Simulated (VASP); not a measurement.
**SiF: relaxation of cell and atoms with PBE**

Crystal: SiF.

```
Si F
1.0
     3.02860    0.00000    0.00000
     0.00000    3.02860    0.00000
     0.00000    0.00000    3.02860
Si F
1 1
Direct
  0.50000 0.50000 0.50000
  0.00000 0.00000 0.00000
```

The cell was built by a generator and needn't be a form met in nature.

- Program: VASP 6.6.1
- Task: relaxation of cell and atoms
- Functional: PBE
- Potentials or basis: VASP PAW PBE potentials, release 64 (Si, F)
- Cutoff: 600 eV
- k mesh: 9 × 9 × 9
- Occupations: fermi-dirac, width 0.05 eV
- Spin: no spin polarisation
- Further INCAR settings: ALGO = Normal; EDIFF = 1e-06; IBRION = 2; EDIFFG = -0.01; NSW = 40; ISIF = 3

* Pressure after relaxing: -0.1 GPa
* Band gap on the k mesh: none (metal or under the smearing width)

Final structure:
```
Si F
1.0
     3.02860    0.00000    0.00000
     0.00000    3.02860    0.00000
     0.00000    0.00000    3.02860
Si F
1 1
Direct
  0.50000 0.50000 0.50000
  0.00000 0.00000 0.00000
```

Levels at points of the mesh, in eV from the Fermi level:
| k point | band 1 | band 2 | band 3 | band 4 | band 5 | band 6 | band 7 | band 8 | band 9 |
| --- | --- | --- | --- | --- | --- | --- | --- | --- | --- |
| (0.00, 0.00, 0.00) | -24.12 | -8.97 | -5.22 | -5.22 | -5.22 | 5.15 | 5.15 | 5.15 | 5.83 |

Run time: 2.9 s on 1 thread of Intel(R) Xeon(R) 6975P-C (Granite Rapids) (shared host), peak memory 0.13 GiB.

Caveat: the relaxation stopped at its first step, so nothing moved; an odd number of electrons without spin polarisation forces a metal; a magnetic or distorted state may lie lower.
